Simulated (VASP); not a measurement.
Output of a VASP run:

OSZICAR:
```
       N       E                     dE             d eps       ncg     rms          rms(c)
DAV:   1     0.124074208938E+03    0.12407E+03   -0.85205E+03   980   0.134E+03
DAV:   2    -0.118634648686E+02   -0.13594E+03   -0.13356E+03  1036   0.383E+02
DAV:   3    -0.201762576702E+02   -0.83128E+01   -0.79461E+01  1576   0.775E+01
DAV:   4    -0.203053905220E+02   -0.12913E+00   -0.12893E+00  1392   0.101E+01
DAV:   5    -0.203066850271E+02   -0.12945E-02   -0.12946E-02  1376   0.100E+00    0.162E+01
DAV:   6    -0.196376316683E+02    0.66905E+00   -0.29219E+00  1582   0.254E+01    0.697E+00
DAV:   7    -0.195588476553E+02    0.78784E-01   -0.69911E-02  1106   0.210E+00    0.321E+00
DAV:   8    -0.195383749252E+02    0.20473E-01   -0.21956E-02  1582   0.142E+00    0.318E-01
DAV:   9    -0.195379130582E+02    0.46187E-03   -0.21731E-03  1202   0.415E-01    0.147E-01
DAV:  10    -0.195378709942E+02    0.42064E-04   -0.21433E-04  1288   0.118E-01    0.912E-02
DAV:  11    -0.195378658633E+02    0.51310E-05   -0.19081E-05  1294   0.344E-02    0.104E-02
DAV:  12    -0.195378657775E+02    0.85722E-07   -0.86614E-07   838   0.103E-02
   1 F= -.54716617E+01 E0= -.54716717E+01  d E =-.547166E+01
```

**OUTCAR**
```
------------------------ aborting loop because EDIFF is reached ----------------------------------------
  FORCE on cell =-STRESS in cart. coord.  units (eV):
  Direction    XX          YY          ZZ          XY          YZ          ZX
  --------------------------------------------------------------------------------------
  Total       14.0554964     14.0554964     14.0554964      0.0000000     -0.0000000      0.0000000
  in kB      449.6574453    449.6574453    449.6574453      0.0000000     -0.0000000      0.0000000
  external PRESSURE =      -0.3425547 kB  Pullay stress =     450.0000000 kB
  volume of cell :       50.08
      direct lattice vectors                 reciprocal lattice vectors
     3.686025435  0.000000000  0.000000000     0.271294927  0.000000000  0.000000000
     0.000000000  3.686025435  0.000000000     0.000000000  0.271294927  0.000000000
     0.000000000  0.000000000  3.686025435     0.000000000  0.000000000  0.271294927
 POSITION                                       TOTAL-FORCE (eV/Angst)
 -----------------------------------------------------------------------------------
      0.00000      0.00000      0.00000         0.000000      0.000000      0.000000
      0.00000      1.84301      1.84301         0.000000      0.000000      0.000000
      1.84301      0.00000      1.84301         0.000000      0.000000      0.000000
      1.84301      1.84301      0.00000         0.000000      0.000000      0.000000
 -----------------------------------------------------------------------------------
    total drift:                               -0.000000     -0.000000     -0.000000
  FREE ENERGIE OF THE ION-ELECTRON SYSTEM (eV)
  ---------------------------------------------------
  free  energy   TOTEN  =       -19.5378657775 eV

  energy  without entropy=      -19.5378956584  energy(sigma->0) =      -19.53787574
  enthalpy is  TOTEN    =        -5.4716616905 eV   P V=       14.0662040871

 reached required accuracy - stopping structural energy minimisation
```
(Selected blocks of OUTCAR.)

### POSCAR
```
Al3Sc
1
    3.6860254346     0.0000000000     0.0000000000
   -0.0000000000     3.6860254346     0.0000000000
    0.0000000000    -0.0000000000     3.6860254346
Sc Al
1 3
Direct
  0.0000000000   0.0000000000   0.0000000000
  0.0000000000   0.5000000000   0.5000000000
  0.5000000000   0.0000000000   0.5000000000
  0.5000000000   0.5000000000   0.0000000000
```

Problem. Write an INCAR and KPOINTS that could have produced this output.

Solution. Several could match; the one computed here: the input of the run itself, LDA (Ceperley-Alder, Perdew-Zunger), plane waves, VASP's LDA PAW potentials (set 64).

### KPOINTS
```
Regular mesh
0
gamma
8 8 8
```

### INCAR
```
LWAVE = .FALSE.
ENCUT = 500   # plane-wave cut-off (eV)
ISMEAR = 1   # Methfessel-Paxton
NSW = 40   # most ionic steps
ALGO = Normal   # blocked Davidson
SIGMA = 0.1   # width (eV)
SYSTEM = Al3Sc
LASPH = .TRUE.
EDIFF = 1E-6
LMAXMIX = 4   # l cut-off of mixed one-centre charges
IBRION = 2
LREAL = .FALSE.   # projection in real space or not
PREC = Accurate
NELM = 100
PSTRESS = 450
ISIF = 3
LCHARG = .FALSE.
EDIFFG = -0.02   # ionic stop
```

POTCAR, in this order: Sc_sv Al (LDA.64 set). Program: vasp_std.

The compound is Al3Sc in the L1_2 structure. It was relaxed first under an external pressure of 45 GPa.
